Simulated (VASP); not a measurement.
The system is Sn.

```
Sn
1.0
     0.00000    3.23334    3.23334
     3.23334    0.00000    3.23334
     3.23334    3.23334    0.00000
Sn
2
Cartesian
  0.0000 0.0000 0.0000
  1.6167 1.6167 1.6167
```

This isn't the form of Sn at room conditions, which is tetragonal (white tin).

```yaml
Program: VASP 6.6.1
Task: relaxation of cell and atoms
Functional: PBEsol
Potentials_or_basis: VASP PAW PBE potentials, release 64 (Sn_d)
Cutoff: 520 eV
k_mesh: 8 × 8 × 8
Occupations: gaussian, width 0.02 eV
Spin: no spin polarisation
```

At the start: pressure 1.4 GPa; volume 33.80 Å³/atom.

Q: How do energy, volume and symmetry change on relaxing?

A: Over 3 steps the energy falls by 4.7 meV/atom and the volume is 34.89 Å³/atom (+3.2 %); space group Fd-3m (No. 227, to 0.05 Å).

The path:
```tsv
step	energy change (eV)	largest force (eV/Å)	pressure (GPa)	volume (Å³)
1	0.0000	0.0000	1.45	67.61
2	-0.0081	0.0000	-0.46	70.63
3	-0.0095	0.0000	0.00	69.78
```

Final structure:
```yaml
crystal:
  lattice:
    - [0.00000, 3.26767, 3.26767]
    - [3.26767, 0.00000, 3.26767]
    - [3.26767, 3.26767, 0.00000]
  atoms:
    - { symbol: Sn, position: [0.00000, 0.00000, 0.00000] }
    - { symbol: Sn, position: [0.25000, 0.25000, 0.25000] }
```

Caveat: the PAW data sets were made with another functional, which shifts forces and pressure a little.
